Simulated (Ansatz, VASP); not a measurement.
**Zn (Zinc) in two plane-wave programs**

One calculation is typed for both programs; each brings its own data sets. How far apart do they land? The cell is taken from a series of runs on this material, whose earlier steps may have relaxed, scaled, displaced or heated it; both programs get it as it stands.

Main program and level: Ansatz 0.2.0; plane waves, with VASP 6.6.1 beside it; zone-centre phonons at PBEsol.

### 1. Set-up

Symmetry: P6_3/mmc, No. 194, hexagonal system. The conventional cell has a = 2.694 Å, b = 2.694 Å, c = 4.427 Å, α = 90.00°, β = 90.00°, γ = 120.00°. Zn has 12 Zn at 2.69 to 2.71 Å nearest.

Coordinates:

```cif
data_structure
_symmetry_space_group_name_H-M 'P 1'
_symmetry_Int_Tables_number 1
_cell_length_a 2.6943
_cell_length_b 2.6943
_cell_length_c 4.4265
_cell_angle_alpha 90.000
_cell_angle_beta 90.000
_cell_angle_gamma 120.000
_cell_volume 27.83
loop_
_atom_site_label
_atom_site_type_symbol
_atom_site_fract_x
_atom_site_fract_y
_atom_site_fract_z
_atom_site_occupancy
Zn1 Zn 0.33333 0.66667 0.25000 1
Zn2 Zn 0.66667 0.33333 0.75000 1
```

### 2. VASP: zone-centre phonons, PBEsol

Second derivatives magnify differences that forces hide, and they need a tight electronic threshold.

Lines of VASP's logs that name or quote its potential files are left out, and so is its time.

Input file INCAR:

```
SYSTEM = Zn
PREC = Accurate
ENCUT = 500
EDIFF = 1E-08
NELM = 120
ISMEAR = 1
SIGMA = 0.2
LREAL = .FALSE.
ALGO = Normal
GGA = PS
NBANDS = 18
LORBIT = 11
LWAVE = .FALSE.
LCHARG = .FALSE.
ISIF = 2
IBRION = 8
LASPH = .TRUE.
GGA_COMPAT = .FALSE.
KPAR = 2
```

Input file POSCAR:

```
Zn
1.0
    2.6942648035      0.0000000000      0.0000000000
   -1.3471324018      2.3333017644      0.0000000000
    0.0000000000      0.0000000000      4.4265228516
Zn
2
Direct
    0.3333333333      0.6666666667      0.2500000000
    0.6666666667      0.3333333333      0.7500000000
```

Input file KPOINTS:

```
Automatic mesh
0
Gamma
18 18 8
0 0 0
```

PAW data sets: Zn (PBE family, release 64).

Launch:

```sh
mpirun -np 2 vasp_std
```

Numbers of over 12 decimals in the logs are rounded to 6 here.

The program printed:

```text
[banner, memory and clock lines left out]
running    2 mpi-ranks, on    1 nodes
 distrk:  each k-point on    1 cores,    2 groups
 distr:  one band on    1 cores,    1 groups

 POSCAR found type information on POSCAR Zn
 POSCAR found :  1 types and       2 ions
|                                                                             |
|               ----> ADVICE to this user running VASP <----                  |
|                                                                             |
|     You enforced a specific xc type in the INCAR file but a different       |
|     [... a line on the potential file left out ...]
|     I HOPE YOU KNOW WHAT YOU ARE DOING!                                     |
|                                                                             |

 LDA part: xc-table for (Slater+PW92), standard interpolation
 POSCAR, INCAR and KPOINTS ok, starting setup
 FFT: planning ... GRIDC
 FFT: planning ... GRID_SOFT
 FFT: planning ... GRID
 WAVECAR not read
 entering main loop
       N       E                     dE             d eps       ncg     rms          rms(c)
DAV:   1     0.103640664237E+03    0.10364E+03   -0.12245E+04  6932   0.211E+03
DAV:   2     0.469891494726E+00   -0.10317E+03   -0.10022E+03  6684   0.292E+02
DAV:   3    -0.347788786009E+01   -0.39478E+01   -0.39343E+01  7440   0.660E+01
DAV:   4    -0.349697159718E+01   -0.19084E-01   -0.19079E-01  7448   0.465E+00
DAV:   5    -0.349699423174E+01   -0.22635E-04   -0.22635E-04  7156   0.141E-01    0.497E+00
DAV:   6    -0.317738566938E+01    0.31961E+00   -0.13277E+00  7178   0.256E+01    0.355E+00
DAV:   7    -0.316128984057E+01    0.16096E-01   -0.48134E-02  8442   0.393E+00    0.184E+00
DAV:   8    -0.315347861115E+01    0.78112E-02   -0.19696E-03  9136   0.655E-01    0.546E-02
DAV:   9    -0.315342851463E+01    0.50097E-04   -0.19988E-04  9360   0.203E-01    0.319E-02
DAV:  10    -0.315343322916E+01   -0.47145E-05   -0.23358E-05  6918   0.418E-02    0.360E-03
DAV:  11    -0.315343309454E+01    0.13462E-06   -0.50779E-07  7422   0.112E-02    0.224E-03
DAV:  12    -0.315343280248E+01    0.29206E-06   -0.39287E-08  7140   0.433E-03    0.409E-04
DAV:  13    -0.315343280607E+01   -0.35843E-08   -0.46656E-09  3956   0.788E-04
   1 F= -.31534328E+01 E0= -.31537151E+01  d E =0.846784E-03
 Linear response reoptimize wavefunctions to high precision
DAV:   1    -0.315343280692E+01   -0.84901E-09   -0.63388E-10  3810   0.334E-04
DAV:   2    -0.315343280693E+01   -0.19099E-10   -0.40394E-11  3528   0.575E-05
 Linear response DOF=           2
 Linear response progress:
  Degree of freedom:   1/  2
       N       E                     dE             d eps       ncg     rms          rms(c)
RMM:   1    -0.201919867594E+00   -0.20192E+00   -0.48512E-03 40710   0.180E+00
RMM:   2    -0.201242005503E+00    0.67786E-03   -0.75111E-04 41804   0.354E-01    0.450E-02
RMM:   3    -0.200878989257E+00    0.36302E-03   -0.44027E-05 52660   0.558E-02    0.259E-02
RMM:   4    -0.200483371806E+00    0.39562E-03   -0.34129E-05 51774   0.461E-02    0.267E-03
RMM:   5    -0.200498332692E+00   -0.14961E-04   -0.50915E-07 54125   0.463E-03    0.140E-03
RMM:   6    -0.200495068100E+00    0.32646E-05   -0.43381E-08 54082   0.148E-03    0.174E-04
RMM:   7    -0.200495738719E+00   -0.67062E-06   -0.48539E-09 54235   0.345E-04    0.564E-05
RMM:   8    -0.200495188146E+00    0.55057E-06   -0.34506E-09 54828   0.118E-04    0.733E-06
RMM:   9    -0.200495051679E+00    0.13647E-06   -0.34505E-09 54367   0.559E-05    0.183E-06
RMM:  10    -0.200495063680E+00   -0.12000E-07   -0.39758E-09 46393   0.406E-05    0.473E-07
RMM:  11    -0.200495070562E+00   -0.68825E-08   -0.47612E-09 36208   0.371E-05    0.177E-07
 first order change of Fermi-energy  -0.17491E-04
 force on displaced ion       1 direction 1 :  -0.952   0.000   0.000
 Linear response progress:
  Degree of freedom:   2/  2
       N       E                     dE             d eps       ncg     rms          rms(c)
RMM:   1    -0.222402098018E+00   -0.22240E+00   -0.10837E-02 13485   0.203E+00
RMM:   2    -0.218744840987E+00    0.36573E-02   -0.11026E-03 13225   0.622E-01    0.560E-02
RMM:   3    -0.218762421428E+00   -0.17580E-04   -0.17872E-04 16847   0.848E-02    0.310E-02
RMM:   4    -0.218645366308E+00    0.11706E-03   -0.98647E-05 16812   0.340E-02    0.554E-03
RMM:   5    -0.218615456344E+00    0.29910E-04   -0.43323E-05 17318   0.786E-03    0.125E-03
RMM:   6    -0.218611072533E+00    0.43838E-05   -0.13226E-05 17436   0.155E-03    0.350E-04
RMM:   7    -0.218611012012E+00    0.60521E-07   -0.42679E-06 16799   0.546E-04    0.607E-05
RMM:   8    -0.218610672046E+00    0.33997E-06   -0.14415E-06 15708   0.187E-04    0.317E-05
RMM:   9    -0.218610135787E+00    0.53626E-06   -0.43270E-07 17445   0.961E-05    0.478E-06
RMM:  10    -0.218610083797E+00    0.51991E-07   -0.22434E-07 17353   0.583E-05    0.975E-07
RMM:  11    -0.218610066600E+00    0.17197E-07   -0.60339E-08 12348   0.475E-05    0.535E-07
RMM:  12    -0.218610064533E+00    0.20666E-08   -0.31257E-08 10742   0.461E-05    0.800E-08
 first order change of Fermi-energy  -0.52677E-04
 force on displaced ion       1 direction 3 :   0.000   0.000  -4.683
 Linear response finished
```

Parts of OUTCAR (step 2):

```text
ion  position               nearest neighbor table
   1  0.333  0.667  0.250-   2 2.71   2 2.71   2 2.71   2 2.71   2 2.71   2 2.71
   2  0.667  0.333  0.750-   1 2.71   1 2.71   1 2.71   1 2.71   1 2.71   1 2.71

  LATTYP: Found a hexagonal cell.
 ALAT       =     2.6942648035
 C/A-ratio  =     1.6429427597

 Subroutine GETGRP returns: Found 24 space group operations
 (whereof 12 operations were pure point group operations)

The static configuration has the point symmetry D_3d.
 The point group associated with its full space group is D_6h.

 Found    185 irreducible k-points:

   k-points           NKPTS =    185   k-points in BZ     NKDIM =    185   number of bands    NBANDS=     18

   dimension x,y,z NGX =    20 NGY =   20 NGZ =   32
   dimension x,y,z NGXF=    40 NGYF=   40 NGZF=   64

   ENCUT  =  500.0 eV  36.75 Ry    6.06 a.u.   4.91  4.91  8.07*2*pi/ulx,y,z

   NELECT =      24.0000    total number of electrons

 k-points in reciprocal lattice and weights: Automatic mesh
   0.00000000  0.00000000  0.00000000       0.000
   0.05555556  0.00000000  0.00000000       0.002
   0.11111111  0.00000000  0.00000000       0.002
   0.16666667  0.00000000  0.00000000       0.002
   0.22222222  0.00000000  0.00000000       0.002
   0.27777778  0.00000000  0.00000000       0.002
   0.33333333  0.00000000  0.00000000       0.002
   0.38888889  0.00000000  0.00000000       0.002
   0.44444444  0.00000000  0.00000000       0.002
[...]
0.33333333  0.27777778  0.50000000       0.005
   0.33333333  0.33333333  0.50000000       0.001

 average (electrostatic) potential at core
       1 -36.2659       2 -36.2659

  Total        0.0775379      0.0775379      0.0770926     -0.0000000      0.0000000      0.0000000
  in kB        4.4642742      4.4642742      4.4386368     -0.0000000      0.0000000      0.0000000
  external PRESSURE =       4.4557284 kB  Pullay stress =       0.0000000 kB

  energy-cutoff  :      500.00
  volume of cell :       27.83
      direct lattice vectors                 reciprocal lattice vectors
     2.694264803  0.000000000  0.000000000     0.371158766  0.214288614  0.000000000
    -1.347132402  2.333301764  0.000000000     0.000000000  0.428577227  0.000000000
     0.000000000  0.000000000  4.426522852     0.000000000  0.000000000  0.225910954

 POSITION                                       TOTAL-FORCE (eV/Angst)
 -----------------------------------------------------------------------------------
     -0.00000      1.55553      1.10663        -0.000000      0.000000      0.000000
      1.34713      0.77777      3.31989         0.000000     -0.000000      0.000000
 -----------------------------------------------------------------------------------
    total drift:                               -0.000000      0.000000      0.000000

 Eigenvectors and eigenvalues of the dynamical matrix
 ----------------------------------------------------

   1 f  =    5.916348 THz    37.173511 2PiTHz  197.348126 cm-1    24.468038 meV
             X         Y         Z           dx          dy          dz
     -0.000000  1.555535  1.106631     0.000000    0.000000   -0.707107
      1.347132  0.777767  3.319892     0.000000    0.000000    0.707107

   2 f  =    2.667902 THz    16.762925 2PiTHz   88.991646 cm-1    11.033553 meV
             X         Y         Z           dx          dy          dz
     -0.000000  1.555535  1.106631    -0.281665    0.648587    0.000000
      1.347132  0.777767  3.319892     0.281665   -0.648587    0.000000

   3 f  =    2.667902 THz    16.762925 2PiTHz   88.991646 cm-1    11.033553 meV
             X         Y         Z           dx          dy          dz
     -0.000000  1.555535  1.106631    -0.648587   -0.281665    0.000000
      1.347132  0.777767  3.319892     0.648587    0.281665    0.000000

   4 f  =    0.000000 THz     0.000000 2PiTHz    0.000001 cm-1     0.000000 meV
             X         Y         Z           dx          dy          dz
     -0.000000  1.555535  1.106631     0.271692    0.652827    0.000000
      1.347132  0.777767  3.319892     0.271692    0.652827    0.000000

   5 f  =    0.000000 THz     0.000000 2PiTHz    0.000001 cm-1     0.000000 meV
             X         Y         Z           dx          dy          dz
     -0.000000  1.555535  1.106631     0.652827   -0.271692    0.000000
      1.347132  0.777767  3.319892     0.652827   -0.271692    0.000000

   6 f  =    0.000000 THz     0.000000 2PiTHz    0.000000 cm-1     0.000000 meV
             X         Y         Z           dx          dy          dz
     -0.000000  1.555535  1.106631     0.000000    0.000000    0.707107
      1.347132  0.777767  3.319892     0.000000    0.000000    0.707107

 ELASTIC MODULI CONTR FROM IONIC RELAXATION (kBar)
 Direction    XX          YY          ZZ          XY          YZ          ZX
 --------------------------------------------------------------------------------
 XX         -34.0679     34.0679      0.0000      0.0000     -0.0000     -0.0000
 YY          34.0679    -34.0679     -0.0000      0.0000      0.0000      0.0000
 ZZ           0.0000     -0.0000     -0.0000      0.0000     -0.0000     -0.0000
 XY           0.0000      0.0000      0.0000    -34.0679     -0.0000     -0.0000
 YZ          -0.0000      0.0000     -0.0000     -0.0000     -0.0000     -0.0000
 ZX          -0.0000      0.0000     -0.0000     -0.0000     -0.0000     -0.0000
 --------------------------------------------------------------------------------
```

### 3. Ansatz: zone-centre phonons, PBEsol

Ansatz runs on its PAW soft_1 files.

The same cell, functional, mesh and smearing now go to Ansatz, which takes its cutoff from its data sets.

Input file input.yaml:

```yaml
crystal:
  lattice:
    - [2.6942648035, 0.0, 0.0]
    - [-1.3471324018, 2.3333017644, 0.0]
    - [0.0, 0.0, 4.4265228516]
  atoms:
    - { symbol: Zn, position: [0.3333333333, 0.6666666667, 0.25] }
    - { symbol: Zn, position: [0.6666666667, 0.3333333333, 0.75] }
kpoints:
  mp_grid: { grid: [18, 18, 8] }
hamiltonian:
  xc: pbesol
  pseudopotentials: { kind: paw, azcp: { folder: soft_1 }, xc_functional: pbe }
scf:
  occupations: { method: methfessel_paxton, width: 0.2 }
output:
  eigenvalues: true
phonons:
  method: dfpt
```

Launch:

```sh
ansatz run input.yaml --threads 4 --pin off --max-ram 10240MiB --backend cpu --events-out ev --progress --plain --runs-dir out
```

The program printed:

```text
zone centre: on kpoints.mp_grid the ground state, and the responses unless they are solved on pairs of k-points, stand on 455 of the mesh's 2592 k-points, reduced under 4 symmetry operations, with k and −k counted as one. Each operation leaves every solved displacement unchanged or reverses it
Engine: ansatz 0.2.0, aarch64-unknown-linux-gnu
Pseudopotentials: kind: paw
Pseudopotential: Zn, paw, valence charge 12, recommended cutoff 420 eV (normal), soft_1/Zn.paw.azcp
Functional definition: PBEsol
  exchange = pbesol_x
  correlation = pbesol_c
Crystal: 2 atoms, lattice volume = 27.827 Å³
Basis set: ecut = 420 eV, 549 PW (Γ), exchange–correlation on 40×40×60 points (8 copies of the dense FFT grid, shifted against one another)
Bands: 16, of which v1, the nominal top of the filled ones, is band 12 counted from 1 (11 counted from 0)
Symmetry: 24 space group operations
k-points: 455 of 2592 (irreducible under 4 space group operations, time reversal used)
Non-local potential: Zn, projectors of the file, l = 0: 2, l = 1: 2, l = 2: 3, l = 3: 1
PAW form: soft (Blöchl's): semilocal exchange-correlation on the pseudo side does not see the compensation charge
PAW frozen core: Zn, regenerated for the run's functional, and the local potential with it (the file was generated under x = pbe(κ = 0.804, μ = 0.219515), c = pbe(β = 0.066725))
PAW one-centre angular grid: Zn, 590 points (default); XC on 64 Gauss nodes
Initial density: superposition of atomic densities (chi_scale 0.1, normalization cell)
Initial wavefunctions: pseudopotential atomic-orbital guess
Functional: x = pbesol(κ = 0.804, μ = 0.123457), c = pbesol(β = 0.046)
SCF iter   1: F=—  HF=-6562.114691 eV  |F-HF|=—  |Δ(HF+E_count)|=         —  Δρ=7.02e-2  dr2=1.04e0  ethr=3.10e-3  ⟨swp⟩=5.8  Hψ=42938  notcnv=0
preconditioner: auto → none  [metal: Δε(μ)=0.028 eV  Ē_g=12.718 eV  σ=0.200 eV  W_gap=0.12  n_scr=2 (ndim 8)  ℏωp=34.5 eV  f_vac=0.000  D(μ)=0.37/eV (n_scr^D=2)  sad-step TF]
SCF iter   2: F=—  HF=-6561.853420 eV  |F-HF|=—  |Δ(HF+E_count)|=   2.61e-1  S|Δr|=    0.00e0  Δρ=2.52e-2  dr2=8.43e-2  ethr=3.10e-3  ⟨swp⟩=2.0  Hψ=17970  notcnv=0  defer=5
SCF iter   3: F=—  HF=-6561.798558 eV  |F-HF|=—  |Δ(HF+E_count)|=   5.49e-2  S|Δr|=    0.00e0  Δρ=1.12e-2  dr2=2.45e-2  ethr=3.51e-4  ⟨swp⟩=2.0  Hψ=16767  notcnv=0  defer=5
SCF iter   4: F=—  HF=-6561.796275 eV  |F-HF|=—  |Δ(HF+E_count)|=   2.28e-3  S|Δr|=    0.00e0  Δρ=5.46e-3  dr2=2.46e-3  ethr=1.02e-4  ⟨swp⟩=2.1  Hψ=11960  notcnv=0  defer=5
SCF iter   5: F=—  HF=-6561.797278 eV  |F-HF|=—  |Δ(HF+E_count)|=   1.00e-3  S|Δr|=    0.00e0  Δρ=6.11e-4  dr2=3.07e-5  ethr=1.02e-5  ⟨swp⟩=2.0  Hψ=12814  notcnv=0  defer=5
SCF iter   6: F=—  HF=-6561.797285 eV  |F-HF|=—  |Δ(HF+E_count)|=   7.21e-6  S|Δr|=    0.00e0  Δρ=5.37e-5  dr2=2.88e-7  ethr=1.28e-7  ⟨swp⟩=2.0  Hψ=12736  notcnv=0  defer=5
SCF iter   7: F=—  HF=-6561.797285 eV  |F-HF|=—  |Δ(HF+E_count)|=   1.72e-7  S|Δr|=    0.00e0  Δρ=2.29e-6  dr2=8.95e-10  ethr=1.20e-9  ⟨swp⟩=2.0  Hψ=12415  notcnv=0  defer=5
SCF iter   8: F=-6561.797285 eV  HF=-6561.797285 eV  |F-HF|=3.64e-12  |Δ(HF+E_count)|=  2.60e-10  S|Δr|=    0.00e0  Δρ=1.28e-7  dr2=1.64e-12  ethr=1.00e-12  ⟨swp⟩=5.6  Hψ=43888  notcnv=0
SCF 1 converged in 8 iterations: F = -6561.797285 eV  dr2 = 1.64e-12
  greatest PAW one-centre occupation: 0.979 electrons in one spin orbital (limit 2), on the Zn atom at site 1 (counted from 0), in its partial waves of l = 2
DFPT response loops at Γ: preconditioner auto → Kerker (q_TF=auto, 2.662 Å⁻¹) (partly filled bands, converged f_vac=0.000); β = 1.00, the filter's whole step (`scf.mixing.beta` (0.50) is not read by the response loops under this deck's `scf.mixing.preconditioner`; to damp them name `kerker` or `kerker_dos`, under which they read `scf.mixing.beta`, and type it under 1.00, their step now; both keys bind the ground state too); Broyden in place of MSR1
SCF converged after 8 iterations
Stability not checked: this state was not tested for a lower state beside it, because cold or Methfessel-Paxton smearing, or corrected tetrahedra, fill the levels in a way that the test cannot read (fill_not_monotonic; see scf.lower_state_search)
Free energy (F): -6561.797285 eV
Harris-Foulkes:  -6561.797285 eV  (|F-HF|=3.64e-12)
Internal energy: -6561.798136 eV  (E = F + TS)
E sigma→0 (E₀):  -6561.797498 eV
Entropy (-TS):   0.000851 eV (0.426 meV/atom)
Fermi energy:    12.353764 eV
--- Per-component energies (eV) ---
  E_band       = 120.647969
  E_kinetic    = 296.965893
  E_local      = -3391.400709  (includes V_loc(G=0)·N_el)
  E_nonlocal   = 1635.334607
  E_hartree    = 1258.517786
  E_xc         = -157.146642
  E_vxc        = -104.869757  (∫ρ·V_xc dr)
  E_paw        = -3715.730181  (= ΣΔE_a)
  E_vpaw       = -832.417069  (= ΣTr[D̂ρ^β])
  E_aug_tail   = -0.000572  (compensation charges beyond the density's cutoff)
  E_ewald      = -2489.933032
  E_core_change = 1.594712  (= ΣΔE_core)
  E_smearing   = 0.000851  (= −TS)
  E_closure    = 0.000000  (closes the sum)
  Σ components = -6561.797285   (vs F -6561.797285, Δ=0.00e0)
--- Band table (eV; the first three rows and the last of 455) ---
  k-point 0: bands = [... 8 lower, 4.6327, 5.0535, 5.0535, 8.8121, 10.8427, 28.1377, 28.1377, 29.9671]
  k-point 1: bands = [... 8 lower, 4.6674, 5.0476, 5.0476, 7.6991, 12.2018, 28.2623, 28.2623, 28.8753]
  k-point 2: bands = [... 8 lower, 4.7465, 5.0266, 5.0266, 6.2103, 14.4461, 25.7550, 28.6263, 28.6263]
  k-point 454: bands = [... 8 lower, 5.1255, 5.1255, 9.1901, 9.1901, 15.6642, 15.6642, 17.2004, 17.2004]
--- Phonons (Γ-DFPT): 2 representative perturbations + reference, on 455 of 2592 k-points (Σ response iterations 7) ---
  k mesh reduced under 4 symmetry operations, with k and −k counted as one. Each operation leaves every solved displacement unchanged or reverses it
  ASR residual: 1.970e-5 → 0.000e0 eV/Å²; symmetrization residual: 4.345e-10 eV/Å²
  ASR residual per site (eV/Å²): 1.97e-5 1.97e-5
  Γ frequencies (cm⁻¹): 0.00 0.00 0.00 90.34 90.34 196.62
  non-analytic LO–TO correction: not included (Born effective charges unavailable; polar crystals: no LO–TO splitting at Γ)
```

### 4. Comparison

Known differences besides the potentials themselves: the cutoff is 420 eV in Ansatz and 500 eV in VASP; Ansatz makes its cores anew for this functional, VASP keeps those of its PBE data sets. Total energies have different zeros and are not compared.

Compared:

```tsv
quantity	Ansatz	VASP	difference
optical mode 1 to 2 (cm⁻¹)	90.3	89.0	+1.52 %
optical mode 3 (cm⁻¹)	196.6	197.3	-0.37 %
```

Modes are paired by rising frequency, not by their patterns, so a pair may set unlike modes beside each other; they are those without the splitting of longitudinal modes.

### 5. Results

```
r.m.s. difference of the optical zone-centre modes, each program's sorted by frequency (zone-centre phonons, PBEsol) : 1.2 cm⁻¹
difference in optical mode 1 to 2 (zone-centre phonons, PBEsol)                                                      : +1.5 %
```

What this shows: The r.m.s. difference of the optical zone-centre modes, each program's sorted by frequency is 1.2 cm⁻¹ (zone-centre phonons, PBEsol). Among the rows given in per cent, the largest difference of the zone-centre phonons, PBEsol pair is in optical mode 1 to 2, +1.5 %. How closely two codes agree says nothing of how well the functional describes the real material.

[Lines on the potential files, build, host, timing and source positions are cut from VASP's logs without a mark.]

[Logs are printed without paths, hosts, clocks, repeated set-up lines and the standing remarks that a program may print on its own settings, such as how far it seeks lower states.]

[Hosts, paths, dates, database ids (printed as entryN), source tags and the programs' standing remarks are cut or masked in the printed files.]
